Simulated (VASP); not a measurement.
```yaml
crystal:
  lattice:
    - [5.25278, 0.00000, 0.00000]
    - [0.00000, 5.25278, 0.00000]
    - [0.00000, 0.00000, 5.25278]
  atoms:
    - { symbol: Nb, position: [0.25000, 0.00000, 0.50000] }
    - { symbol: Nb, position: [0.50000, 0.25000, 0.00000] }
    - { symbol: Nb, position: [0.50000, 0.75000, 0.00000] }
    - { symbol: Nb, position: [0.75000, 0.00000, 0.50000] }
    - { symbol: Nb, position: [0.00000, 0.50000, 0.75000] }
    - { symbol: Nb, position: [0.00000, 0.50000, 0.25000] }
    - { symbol: Sn, position: [0.50000, 0.50000, 0.50000] }
    - { symbol: Sn, position: [0.00000, 0.00000, 0.00000] }
```

Computed with PBEsol GGA, VASP's PBE PAW potentials (set 64) (plane waves; VASP). Settings: 400 eV cut-off, 7×7×7 Γ-centred mesh, tetrahedra with Blöchl corrections, potentials Nb_sv Sn_d.

The cores are frozen, which limits the accuracy of field gradients.

Task: Give the principal components of the electric field gradient (V/Å²) and the asymmetry η at each nucleus.

Result: 
| atom | Vxx | Vyy | Vzz | η |
|---|---|---|---|---|
| Nb1 | -33.7 | -33.7 | 67.5 | 0.00 |
| Nb2 | -33.7 | -33.7 | 67.5 | 0.00 |
| Nb3 | -33.7 | -33.7 | 67.5 | 0.00 |
| Nb4 | -33.7 | -33.7 | 67.5 | 0.00 |
| Nb5 | -33.7 | -33.7 | 67.5 | 0.00 |
| Nb6 | -33.7 | -33.7 | 67.5 | 0.00 |
| Sn7 | 0.0 | 0.0 | 0.0 | - |
| Sn8 | 0.0 | 0.0 | 0.0 | - |

The compound is Nb3Sn in the A15 structure. It was relaxed first.
